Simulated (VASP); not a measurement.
A VASP calculation is set up with these files.

**INCAR**
```
SYSTEM = WS2
PREC = Accurate
ENCUT = 400
EDIFF = 1E-6
NELM = 100
ALGO = Normal
LREAL = .FALSE.
LASPH = .TRUE.
ISMEAR = 0
SIGMA = 0.05
GGA = PE
LMAXMIX = 6
LWAVE = .FALSE.
LCHARG = .FALSE.
ISIF = 2
NBANDS = 12
```

### KPOINTS
```
Automatic mesh
0
Gamma
5 5 5
0 0 0
```

**POSCAR**
```
WS2
1
    1.8492910000     1.0676890000     5.6065350000
   -1.8492910000     1.0676890000     5.6065350000
    0.0000000000    -2.1353770000     5.6065350000
W S
1 2
Direct
  0.0000000000   0.0000000000   0.0000000000
  0.2520000000   0.2520000000   0.2520000000
  0.7480000000   0.7480000000   0.7480000000
```

POTCAR, in this order: W_sv S (PBE.64 set). Program: vasp_std.

What VASP printed:

standard output:
```
 POSCAR found type information on POSCAR W S
 POSCAR found :  2 types and       3 ions
 Reading from existing POTCAR
 Reading from existing POTCAR
 LDA part: xc-table for (Slater+PW92), standard interpolation

 -----------------------------------------------------------------------------
|                                                                             |
|     EEEEEEE  RRRRRR   RRRRRR   OOOOOOO  RRRRRR      ###     ###     ###     |
|     E        R     R  R     R  O     O  R     R     ###     ###     ###     |
|     E        R     R  R     R  O     O  R     R     ###     ###     ###     |
|     EEEEE    RRRRRR   RRRRRR   O     O  RRRRRR       #       #       #      |
|     E        R   R    R   R    O     O  R   R                               |
|     E        R    R   R    R   O     O  R    R      ###     ###     ###     |
|     EEEEEEE  R     R  R     R  OOOOOOO  R     R     ###     ###     ###     |
|                                                                             |
|     The number of bands is not sufficient to hold all electrons. I am       |
|     sorry, but this calculation does not make sense. If you want to         |
|     calculate only selected states, you need to set either EFERMI or        |
|     EREF. EREF specifies around which energy states are supposed to be      |
|     calculated.                                                             |
|     I found NBANDS = 12, NELECT = 26.                                       |
|                                                                             |
|       ---->  I REFUSE TO CONTINUE WITH THIS SICK JOB ... BYE!!! <----       |
|                                                                             |
 -----------------------------------------------------------------------------
```

Q: Read input and log: which fault does this run have?
(A) SIGMA is far too large
(B) NBANDS is too small to hold all electrons
(C) a line-mode KPOINTS file was used for a self-consistent run
(D) molecular dynamics (IBRION = 0) was asked for without POTIM

A: B, NBANDS is too small to hold all electrons. VASP stops with an error: The number of bands is not sufficient to hold all electrons. I am sorry, but this calculation does not make sense. If you want to calculate only selected states, you need to set either EFERMI or EREF. EREF specifies around which energy states are supposed to be calculated. I found NBANDS = 12, NELECT = 26. ----> I REFUSE TO CONTINUE WITH THIS SICK JOB ... BYE!!! <----

To mend it, remove NBANDS.

The mended run (PBE GGA, plane waves, VASP's PBE PAW potentials (set 64)) converges, and its OSZICAR ends with
```
   1 F= -.21729760E+02 E0= -.21728421E+02  d E =-.267925E-02
```

The structure was generated: WS2 was put into the CdCl2 type (R-3m), which need not be its known phase. The cell was not relaxed at this level.
